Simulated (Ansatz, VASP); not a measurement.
# TaN: VASP beside Ansatz

One calculation is typed for both programs; each brings its own data sets. How far apart do they land? The cell is taken from a series of runs on this material, whose earlier steps may have relaxed, scaled, displaced or heated it; both programs get it as it stands.

Calculated with Ansatz 0.2.0; plane waves, with VASP 6.6.1 beside it; zone-centre phonons at LDA.

### 1. Starting point

Symmetry: P-62m, No. 189, hexagonal system. Conventional cell: a = 5.255 Å, b = 5.255 Å, c = 2.925 Å, α = 90.00°, β = 90.00°, γ = 120.00°. N has 5 Ta at 2.05 to 2.18 Å nearest. Nearest to Ta lie 6 N at 2.18 Å. Ta has 3 N at 2.05 Å nearest. Farther neighbours and most contacts between anions are not listed.

### 2. Ansatz: zone-centre phonons, LDA

Ansatz runs on its PAW soft_1 files.

Second derivatives magnify differences that forces hide, and they need a tight electronic threshold.

Contents of input.yaml:

```yaml
crystal:
  lattice:
    - [5.2550811636, 0.0, 0.0]
    - [-2.6275405818, 4.5510337867, 0.0]
    - [0.0, 0.0, 2.9252442571]
  atoms:
    - { symbol: "N", position: [0.3909191007, 0.0, 0.0] }
    - { symbol: "N", position: [0.6090808993, 0.6090808993, 0.0] }
    - { symbol: "N", position: [0.0, 0.3909191007, 0.0] }
    - { symbol: Ta, position: [0.3333333333, 0.6666666667, 0.5] }
    - { symbol: Ta, position: [0.6666666667, 0.3333333333, 0.5] }
    - { symbol: Ta, position: [0.0, 0.0, 0.0] }
kpoints:
  mp_grid: { grid: [9, 9, 12] }
hamiltonian:
  xc: lda
  pseudopotentials: { kind: paw, azcp: { folder: soft_1 }, xc_functional: pbe }
scf:
  occupations: { method: methfessel_paxton, width: 0.2 }
output:
  eigenvalues: true
phonons:
  method: dfpt
```

Command:

```sh
$ ansatz run input.yaml --threads 4 --pin off --max-ram 16384MiB --backend cpu --events-out ev --progress --plain --runs-dir out
```

Numbers of over 12 decimals in the logs are rounded to 6 here.

What it wrote:

```text
zone centre: on kpoints.mp_grid the ground state, and the responses unless they are solved on pairs of k-points, stand on 287 of the mesh's 972 k-points, reduced under 2 symmetry operations, with k and −k counted as one. Each operation leaves every solved displacement unchanged or reverses it
Engine: ansatz 0.2.0, aarch64-unknown-linux-gnu
Pseudopotentials: kind: paw
Pseudopotential: N, paw, valence charge 5, recommended cutoff 420 eV (normal), soft_1/N.paw.azcp
Pseudopotential: Ta, paw, valence charge 13, recommended cutoff 420 eV (normal), soft_1/Ta.paw.azcp
Functional definition: SPW92
  exchange = slater_x
  correlation = pw_c
Crystal: 6 atoms, lattice volume = 69.960 Å³
Basis set: ecut = 420 eV, 1347 PW (Γ), exchange–correlation on 72×72×40 points (8 copies of the dense FFT grid, shifted against one another)
Bands: 33, of which v1, the nominal top of the filled ones, is band 27 counted from 1 (26 counted from 0)
Symmetry: 12 space group operations
k-points: 287 of 972 (irreducible under 2 space group operations, time reversal used)
Non-local potential: N, projectors of the file, l = 0: 2, l = 1: 2, l = 2: 1
Non-local potential: Ta, projectors of the file, l = 0: 3, l = 1: 2, l = 2: 2, l = 3: 1
PAW form: soft (Blöchl's): semilocal exchange-correlation on the pseudo side does not see the compensation charge
PAW frozen core: N, regenerated for the run's functional, and the local potential with it (the file was generated under x = pbe(κ = 0.804, μ = 0.219515), c = pbe(β = 0.066725))
PAW frozen core: Ta, regenerated for the run's functional, and the local potential with it (the file was generated under x = pbe(κ = 0.804, μ = 0.219515), c = pbe(β = 0.066725))
PAW one-centre angular grid: N, 110 points (default); XC on 64 Gauss nodes
PAW one-centre angular grid: Ta, 590 points (default); XC on 64 Gauss nodes
Initial density: superposition of atomic densities (chi_scale 0.1, normalization cell, long waves kept (reshape's long-wave potential 0.01 eV rms))
Initial wavefunctions: pseudopotential atomic-orbital guess
Functional: x = slater, c = lda
SCF iter   1: F=—  HF=-30180.633730 eV  |F-HF|=—  |Δ(HF+E_count)|=         —  Δρ=6.22e-2  dr2=3.61e0  ethr=3.10e-3  ⟨swp⟩=4.4  Hψ=36925  notcnv=0
preconditioner: auto → Kerker (q_TF=auto, 2.613 Å⁻¹)  [metal: Δε(μ)=0.117 eV  Ē_g=9.599 eV  σ=0.200 eV  W_gap=0.47  n_scr=26 (ndim 8)  ℏωp=24.3 eV  f_vac=0.000  D(μ)=0.22/eV (n_scr^D=0)]
SCF iter   2: F=—  HF=-30179.981357 eV  |F-HF|=—  |Δ(HF+E_count)|=   6.52e-1  S|Δr|=    0.00e0  Δρ=3.08e-2  dr2=4.90e-1  ethr=3.10e-3  ⟨swp⟩=2.0  Hψ=16712  notcnv=0  defer=284
SCF iter   3: F=—  HF=-30179.902181 eV  |F-HF|=—  |Δ(HF+E_count)|=   7.92e-2  S|Δr|=    0.00e0  Δρ=1.23e-2  dr2=7.17e-2  ethr=9.08e-4  ⟨swp⟩=1.5  Hψ=9412  notcnv=0  defer=284
SCF iter   4: F=—  HF=-30179.887762 eV  |F-HF|=—  |Δ(HF+E_count)|=   1.44e-2  S|Δr|=    0.00e0  Δρ=2.46e-3  dr2=4.84e-3  ethr=1.33e-4  ⟨swp⟩=2.3  Hψ=12886  notcnv=0  defer=257
SCF iter   5: F=—  HF=-30179.886808 eV  |F-HF|=—  |Δ(HF+E_count)|=   9.54e-4  S|Δr|=    0.00e0  Δρ=8.49e-4  dr2=5.14e-4  ethr=8.97e-6  ⟨swp⟩=2.1  Hψ=10583  notcnv=0  defer=260
SCF iter   6: F=—  HF=-30179.886665 eV  |F-HF|=—  |Δ(HF+E_count)|=   1.42e-4  S|Δr|=    0.00e0  Δρ=1.59e-4  dr2=2.22e-5  ethr=9.52e-7  ⟨swp⟩=2.1  Hψ=12926  notcnv=0  defer=257
SCF iter   7: F=—  HF=-30179.886658 eV  |F-HF|=—  |Δ(HF+E_count)|=   7.32e-6  S|Δr|=    0.00e0  Δρ=3.15e-5  dr2=7.29e-7  ethr=4.11e-8  ⟨swp⟩=2.0  Hψ=13512  notcnv=0  defer=257
SCF iter   8: F=—  HF=-30179.886663 eV  |F-HF|=—  |Δ(HF+E_count)|=   5.16e-6  S|Δr|=    0.00e0  Δρ=4.80e-6  dr2=1.69e-8  ethr=1.35e-9  ⟨swp⟩=2.0  Hψ=13725  notcnv=0  defer=257
SCF iter   9: F=—  HF=-30179.886663 eV  |F-HF|=—  |Δ(HF+E_count)|=   2.94e-9  S|Δr|=    0.00e0  Δρ=7.46e-7  dr2=4.18e-10  ethr=3.13e-11  ⟨swp⟩=2.3  Hψ=13491  notcnv=0  defer=257
SCF iter  10: F=-30179.886663 eV  HF=-30179.886663 eV  |F-HF|=3.64e-12  |Δ(HF+E_count)|=  4.73e-11  S|Δr|=    0.00e0  Δρ=1.08e-7  dr2=7.19e-12  ethr=1.00e-12  ⟨swp⟩=9.3  Hψ=53913  notcnv=0
the search or the solves at the SCF's close seem to have found levels that the self-consistency loop had missed (the run counts 2). By its estimate they hold under 1e-12 electrons; where the run keeps them, the occupations were computed again with them
SCF 1 converged in 10 iterations: F = -30179.886663 eV  dr2 = 7.19e-12
  greatest PAW one-centre occupation: 0.999 electrons in one spin orbital (limit 2), on the Ta atom at site 5 (counted from 0), in its partial waves of l = 0
DFPT response loops at Γ: preconditioner auto → Kerker (q_TF=auto, 2.613 Å⁻¹) (partly filled bands, converged f_vac=0.000); β = 1.00, the filter's whole step (`scf.mixing.beta` (0.50) is not read by the response loops under this deck's `scf.mixing.preconditioner`; to damp them name `kerker` or `kerker_dos`, under which they read `scf.mixing.beta`, and type it under 1.00, their step now; both keys bind the ground state too); Broyden in place of MSR1
SCF converged after 10 iterations
Stability not checked: this state was not tested for a lower state beside it, because cold or Methfessel-Paxton smearing, or corrected tetrahedra, fill the levels in a way that the test cannot read (fill_not_monotonic; see scf.lower_state_search)
Free energy (F): -30179.886663 eV
Harris-Foulkes:  -30179.886663 eV  (|F-HF|=3.64e-12)
Internal energy: -30179.889800 eV  (E = F + TS)
E sigma→0 (E₀):  -30179.887447 eV
Entropy (-TS):   0.003137 eV (0.523 meV/atom)
Fermi energy:    18.725003 eV
Step filling:    the computed levels leave a gap of 0.1546 eV = 0.8 smearing widths at the electron count; against every level under it full and every level over it empty, smearing changes F+E_penalty+E_count by +2.050 meV and its σ→0 estimate by +1.265 meV
--- Per-component energies (eV) ---
  E_band       = -269.774700
  E_kinetic    = 1562.034617
  E_local      = -2063.866650  (includes V_loc(G=0)·N_el)
  E_nonlocal   = 91.039382
  E_hartree    = 726.907296
  E_xc         = -1131.798368
  E_vxc        = -926.815989  (∫ρ·V_xc dr)
  E_paw        = -24529.442575  (= ΣΔE_a)
  E_vpaw       = -385.983423  (= ΣTr[D̂ρ^β])
  E_aug_tail   = 0.002752  (compensation charges beyond the density's cutoff)
  E_ewald      = -4835.783377
  E_core_change = 1.017123  (= ΣΔE_core)
  E_smearing   = 0.003137  (= −TS)
  E_closure    = -0.000000  (closes the sum)
  Σ components = -30179.886663   (vs F -30179.886663, Δ=0.00e0)
--- Band table (eV; the first three rows and the last of 287) ---
  k-point 0: bands = [... 23 lower, 14.5122, 15.4233, 16.7176, 17.7427, 17.7427, 19.2338, 19.2338, 20.2596, ... 2 higher]
  k-point 1: bands = [... 23 lower, 14.0954, 15.6746, 17.0661, 17.4371, 17.4371, 19.6145, 19.6145, 20.3734, ... 2 higher]
  k-point 2: bands = [... 23 lower, 13.5246, 16.4079, 17.0585, 17.0585, 17.8645, 20.0346, 20.0346, 20.5225, ... 2 higher]
  k-point 286: bands = [... 23 lower, 14.6774, 15.5968, 16.6504, 17.6766, 19.7070, 20.1440, 21.3026, 21.3334, ... 2 higher]
--- Phonons (Γ-DFPT): 7 representative perturbations + reference, on 287 of 972 k-points (Σ response iterations 22) ---
  k mesh reduced under 2 symmetry operations, with k and −k counted as one. Each operation leaves every solved displacement unchanged or reverses it
  ASR residual: 4.831e-5 → 0.000e0 eV/Å²; symmetrization residual: 4.662e-6 eV/Å²
  ASR residual per site (eV/Å²): 2.52e-5 2.51e-5 2.51e-5 4.83e-5 4.83e-5 3.69e-5
  Γ frequencies (cm⁻¹): 0.00 0.00 0.00 142.76 171.21 179.73 179.73 214.32 214.32 529.64 529.64 545.46 547.77 547.77 593.12 617.43 617.43 645.20
  non-analytic LO–TO correction: not included (Born effective charges unavailable; polar crystals: no LO–TO splitting at Γ)
```

The column dr2 measures how far the density is from self-consistency, as an energy; F and HF (Harris–Foulkes) agree once it is small.

[end of part 1 of 3]

[Lines on the potential files, build, host, timing and source positions are cut from VASP's logs without a mark.]

[Logs are printed without paths, hosts, clocks, repeated set-up lines and the standing remarks that a program may print on its own settings, such as how far it seeks lower states.]

[Hosts, paths, dates, database ids (printed as entryN), source tags and the programs' standing remarks are cut or masked in the printed files.]
